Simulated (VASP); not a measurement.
An input for Ansatz (written as the equivalent of a VASP run, and not itself run):

Ansatz 0.2 input:
```yaml
crystal:
  lattice:
    - [-1.5965546, 1.5965546, 3.9053912]
    - [1.5965546, -1.5965546, 3.9053912]
    - [1.5965546, 1.5965546, -3.9053912]
  atoms:
    - { symbol: Si, position: [0.6648097, 0.6648097, 0.0000000] }
    - { symbol: Si, position: [0.3351903, 0.3351903, 0.0000000] }
    - { symbol: Mo, position: [0.0000000, 0.0000000, 0.0000000] }
kpoints:
  mp_grid: { grid: [12, 12, 12] }
hamiltonian:
  xc: r2scan
  pseudopotentials: { kind: paw }
scf:
  occupations: { method: methfessel_paxton, width: 0.1 }
  max_iter: 100
relax:
  max_steps: 60
  f_tol: 0.02
  cell: {}
output: { forces: true, stress: true, eigenvalues: true }
```

**Question.** Translate this input to VASP (INCAR, KPOINTS, POSCAR, choice of POTCAR).

**Answer.** This is not unique; one that fits is 
**KPOINTS**
```
Automatic mesh
0
Gamma
12 12 12
0 0 0
```

INCAR:
```
ALGO = Normal
EDIFF = 1E-6
EDIFFG = -0.02
ENCUT = 400
IBRION = 2
ISIF = 3
ISMEAR = 1
LASPH = .TRUE.
LCHARG = .FALSE.
LMAXMIX = 4
LMIXTAU = .TRUE.
LREAL = .FALSE.
LWAVE = .FALSE.
METAGGA = R2SCAN
NELM = 100
NSW = 60
PREC = Accurate
SIGMA = 0.1
SYSTEM = MoSi2
```

File POSCAR:
```
MoSi2
1.0
 -1.5965546377   1.5965546377   3.9053911873
  1.5965546377  -1.5965546377   3.9053911873
  1.5965546377   1.5965546377  -3.9053911873
Si Mo
2 1
Cartesian
 -0.0000000000   0.0000000000   5.1926840591
  0.0000000000  -0.0000000000   2.6180983155
  0.0000000000   0.0000000000   0.0000000000
```

POTCAR, in this order: Si Mo_sv (PBE.64 set). Program: vasp_std.

Limits of the translation: each code has its own PAW files, so the cut-off isn't converted (ENCUT is set for VASP's; basis.ecutwfc is left out, and Ansatz then takes the one that its files recommend); Ansatz stops its SCF on the density residual and VASP on the energy change (EDIFF).

The compound is MoSi2 in the MoSi2 type structure. This run relaxes it. Symmetry was kept, so distortions that lower it aren't found. The start is the result of an earlier pass.
